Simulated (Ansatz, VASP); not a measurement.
## One calculation of Si3Sn, two programs

File POSCAR:

```
Si3Sn
1.0
    4.0376389110      0.0000000000      0.0000000000
    0.0000000000      4.0376389110      0.0000000000
    0.0000000000      0.0000000000      5.7486205295
Si Sn
3 1
Direct
    0.5000000000      0.0000000000      0.7746010627
    0.5000000000      0.5000000000      0.0000000000
    0.0000000000      0.5000000000      0.2253989373
    0.0000000000      0.0000000000      0.5000000000
```

INCAR.step1

```
PREC = Accurate
ENCUT = 520
EDIFF = 1E-5
ISMEAR = 0
SIGMA = 0.01
LREAL = False
LASPH = True
NELM = 100
ALGO = Normal
ISIF = 2
LWAVE = True
GGA = PE
NBANDS = 21
```

The input INCAR.step2:

```
PREC = Accurate
ENCUT = 520
EDIFF = 1E-6
ISMEAR = 0
SIGMA = 0.01
LREAL = False
LASPH = True
NELM = 100
ALGO = Normal
ISIF = 2
LWAVE = False
LCHARG = True
GGA = PE
LHFCALC = True
HFSCREEN = 0.2079
PRECFOCK = Normal
LELF = True
LVHAR = True
ISTART = 1
NBANDS = 21
```

File KPOINTS:

```
Automatic mesh
0
Gamma
  4 4 2
```

Input for Ansatz:

```yaml
crystal:
  lattice:
    - [4.037638911, 0.0, 0.0]
    - [0.0, 4.037638911, 0.0]
    - [0.0, 0.0, 5.7486205295]
  atoms:
    - { symbol: Si, position: [0.5, 0.0, 0.7746010627] }
    - { symbol: Si, position: [0.5, 0.5, 0.0] }
    - { symbol: Si, position: [0.0, 0.5, 0.2253989373] }
    - { symbol: Sn, position: [0.0, 0.0, 0.5] }
kpoints:
  mp_grid: { grid: [4, 4, 2] }
hamiltonian:
  xc: hse06
scf:
  occupations: { method: fixed }
  n_extra_bands: 0
output:
  forces: true
  stress: true
  eigenvalues: true
```

Alike in both runs: task single point; functional HSE06; k mesh 4 × 4 × 2; no spin polarisation.

|  | VASP | Ansatz |
| --- | --- | --- |
| version | VASP 6.6.1 | Ansatz 0.2.0 |
| potentials or method | VASP PAW PBE potentials, release 64 (Si, Sn_d) | plane waves |
| plane-wave cutoff (eV) | 520 | 420 |
| occupations | gaussian, width 0.01 eV | fixed |
| valence electrons in the cell | 26 | 26 |

```tsv
	VASP	Ansatz	Ansatz less VASP
gap on the k mesh at the Fermi level (eV)	0.78	0.76	-0.012
pressure (GPa)	-0.4	-0.2	+0.26
largest component of the traceless stress (GPa)	0.76	0.74	-0.020
rms of the force components (eV/Å)	0.006	0.004	-0.0017
```

Atom by atom the forces differ by 0.002 eV/Å (rms over components). Ansatz warned: «stress_exchange_threshold_loose».

Caveats: the k mesh is coarse (spacing up to 0.55 Å⁻¹), so the values aren't converged, least of all with exact exchange; the PAW data sets were made with another functional, which shifts forces and pressure a little (VASP); spin-orbit coupling is left out, which moves the levels of the heavy elements. A k mesh can miss the band edges.
